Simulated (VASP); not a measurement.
```xyz
5
Lattice="3.9575 0.0000 0.0000 0.0000 3.9575 0.0000 0.0000 0.0000 3.9575" Properties=species:S:1:pos:R:3 pbc="T T T"
K      0.0000     0.0000     0.0000
Mg     1.9787     1.9787     1.9787
F      1.9787     0.0000     1.9787
F      0.0000     1.9787     1.9787
F      1.9787     1.9787     0.0000
```

These are PBE GGA, VASP's PBE PAW potentials (set 64) (plane waves; VASP) values and carry that method's errors. Numerical set-up: 620 eV cut-off, 6×6×6 Γ-centred mesh, Gaussian smearing of 0.050 eV, potentials K_sv Mg F.

Energy and stress use the plane-wave basis of the starting cell.

**Question.** The ions, cell shape and volume at an external pressure of 10.0 GPa are relaxed. What does this cell relax into?

**Answer.** 
```xyz
5
Lattice="3.8922 0.0000 0.0000 0.0000 3.8922 0.0000 0.0000 0.0000 3.8922" Properties=species:S:1:pos:R:3 pbc="T T T"
K      0.0000     0.0000     0.0000
Mg     1.9461     1.9461     1.9461
F      1.9461     0.0000     1.9461
F      0.0000     1.9461     1.9461
F      1.9461     1.9461     0.0000
```
Space group Pm-3m (221), at a tolerance of 0.03 Å.

**Question.** How do energy and volume change from the first to the last step?

**Answer.** The energy (σ→0) changes by +27.9 meV/atom and the volume by -4.9 %, in 3 ionic steps.

The compound is KMgF3 in the cubic perovskite structure. This run relaxes it under an external pressure of 10 GPa. Symmetry was kept, so distortions that lower it aren't found.
